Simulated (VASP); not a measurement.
Here is the system:

```
K2S
1.0
    0.00000     3.87010     3.87010
    3.87010     0.00000     3.87010
    3.87010     3.87010     0.00000
K S
2 1
Cartesian
  1.93505   1.93505   1.93505
  5.80514   5.80514   5.80514
  0.00000   0.00000   0.00000
```

These are revPBE GGA, VASP's PBE PAW potentials (set 64) (plane waves; VASP 6.6.1) values and carry that method's errors. Numerical set-up: 520 eV cut-off, 5×5×5 Γ-centred mesh, Gaussian smearing of 0.050 eV, potentials K_sv S.

**Question.** Predict the energy per atom (σ→0).

**Answer.** 
```json
{
  "energy per atom (σ→0)": "-2.960 eV/atom"
}
```

Total energies compare only between runs with the same potentials, cut-off and functional.

The compound is K2S in the antifluorite structure. This cell is one point of a volume scan, at 1.06 of the reference volume.
